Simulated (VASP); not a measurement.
A run of VASP 6.6.1:

File INCAR:

```
SYSTEM = Be3CdTe4
  PREC = Accurate
  ENCUT = 520
  EDIFF = 1E-6
  ISMEAR = 0
  SIGMA = 0.03
  LREAL = .False.
  LASPH = .True.
  NELM = 150
  ALGO = Normal
  ISIF = 2
  LWAVE = .False.
  LCHARG = .False.
  METAGGA = R2SCAN
  LMIXTAU = .True.
  NBANDS = 31
  KPAR = 8
```

The input KPOINTS:

```
Automatic mesh
0
Gamma
  6 6 6
  0 0 0
```

POSCAR

```
Be3CdTe4                                
1.0
   -2.9609248221      2.9609248221      5.8611772913
    2.9609248221     -2.9609248221      5.8611772913
    2.9609248221      2.9609248221     -5.8611772913
  Be              Cd              Te            
     3     1     4
Direct
     0.7500000000000000    0.2500000000000000    0.5000000000000000
     0.2500000000000000    0.7500000000000000    0.5000000000000000
     0.5000000000000000    0.5000000000000000    1.0000000000000000
     1.0000000000000000    1.0000000000000000    1.0000000000000000
     0.1400310812991467    0.1400310812991467    0.5502032762453875
     0.5898278050537521    0.5898278050537521    0.4497967237546125
     0.8599689187008533    0.4101721949462479    1.0000000000000000
     0.4101721949462479    0.8599689187008533    0.0000000000000000
```

Potentials or basis: VASP PAW PBE potentials, release 64 (Be, Cd, Te).

Command:

```console
$ cat potpaw_PBE.64/Be/POTCAR potpaw_PBE.64/Cd/POTCAR potpaw_PBE.64/Te/POTCAR > POTCAR
$ mpirun -np 8 vasp_std > vasp.out
```

Hardware: 8 MPI ranks on Intel(R) Xeon(R) Platinum 8375C CPU @ 2.90GHz (Ice Lake), with other jobs on the host.

Estimate the wall time of this run.

Run time: 9.1 min on 8 MPI ranks on Intel(R) Xeon(R) Platinum 8375C CPU @ 2.90GHz (Ice Lake), with other jobs on the host, peak memory 0.54 GiB a rank. Counts: scf iterations 21, k points 30.
